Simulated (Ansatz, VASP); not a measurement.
Two plane-wave programs on Pb8ClF15 (a cell with a defect)

```
Pb F Cl
1.0
     0.00000    3.87964    7.66379
     6.40810    0.00000    7.66379
     6.40810    3.87964    0.00000
Pb F Cl
8 15 1
Direct
  0.44327 0.44813 0.80820
  0.94180 0.94960 0.30673
  0.03366 0.03876 0.71634
  0.56550 0.55021 0.18450
  0.05066 0.57421 0.17682
  0.57318 0.05169 0.69934
  0.46837 0.92468 0.28163
  0.95925 0.44325 0.79075
  0.94738 0.19452 0.28906
  0.46094 0.68096 0.80262
  0.52677 0.31158 0.22323
  0.01860 0.79912 0.73140
  0.80974 0.54060 0.43026
  0.31974 0.03060 0.94026
  0.70413 0.97970 0.04587
  0.19373 0.46934 0.55627
  0.77442 0.66282 0.97558
  0.23009 0.33863 0.01308
  0.73692 0.83180 0.51991
  0.32909 0.74014 0.42091
  0.83661 0.23095 0.91339
  0.17041 0.76578 0.10613
  0.64387 0.29232 0.57959
  0.26187 0.15059 0.48813
```

Alike in both runs: functional PBE; k mesh 3 × 3 × 3; occupations fermi-dirac, width 0.01 eV; no spin polarisation.

Ansatz relaxed the structure, and its values are those at the end. VASP's run is a single point on that final structure, the one shown.

|  | VASP | Ansatz |
| --- | --- | --- |
| version | VASP 6.6.1 | Ansatz 0.2.0 |
| potentials or method | VASP PAW PBE potentials, release 64 (Pb_d, F, Cl) | plane-wave PAW, scalar-relativistic |
| plane-wave cutoff (eV) | 520 | 420 |
| valence electrons in the cell | 224 | 224 |

Ansatz gave:

- gap on the k mesh at the Fermi level (eV): 4.18
- pressure (GPa): 6.9
- rms of the force components (eV/Å): 0.008

Task: Which values does VASP return?

Result: gap on the k mesh at the Fermi level (eV): 4.18; pressure (GPa): 6.6; rms of the force components (eV/Å): 0.009.

Ansatz warned: «gradients_without_spin_orbit».

Caveats: spin-orbit coupling is left out, which as a rule narrows the gap of such compounds by several tenths of an eV. Expect the measured gap to be larger: semilocal functionals such as PBE lack the derivative discontinuity.
